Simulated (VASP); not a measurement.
Input:

```xyz
6
Lattice="2.5753 -4.2244 0.0000 2.5753 4.2244 0.0000 0.0000 0.0000 4.0264" Properties=species:S:1:pos:R:3 pbc="T T T"
La     2.5791     0.0070    -0.0173
Al     0.0051    -0.0126     2.0528
Ni     2.6081     2.8266     0.0200
Ni     2.5657    -2.7645    -0.0170
Ni     1.2945     2.0950     2.0150
Ni     1.2485    -2.1515     1.9861
```

Level of theory: PBEsol GGA, VASP's PBE PAW potentials (set 64) (plane waves; VASP). Run with 300 eV cut-off, 4×4×4 Γ-centred mesh, Gaussian smearing of 0.20 eV, potentials La Al Ni.

At this cut-off the stress carries a Pulay error, which pulls relaxed volumes low.

Problem. Estimate the energy per atom (σ→0), pressure, largest force, band gap (on the k-mesh) with the smallest direct gap where there is one.

Solution. 
- band gap (on the k-mesh) = none (metal, semimetal or under 0.01 eV)
- energy per atom (σ→0) = -6.120 eV/atom
- pressure = -22.5 kbar
- largest force = 0.00816 Ha/bohr

Only differences to runs with the same potentials and settings are physical.

The structure comes from a computed database's LaAlNi4 entry; how it stands against other phases isn't given here. The cell was not relaxed at this level, atoms are displaced from their ideal sites. The k-mesh is coarse (spacing up to 0.39 per Å, 2π included), so the numbers may not be converged in it. The run is not spin-polarised, so no magnetic state was tried.
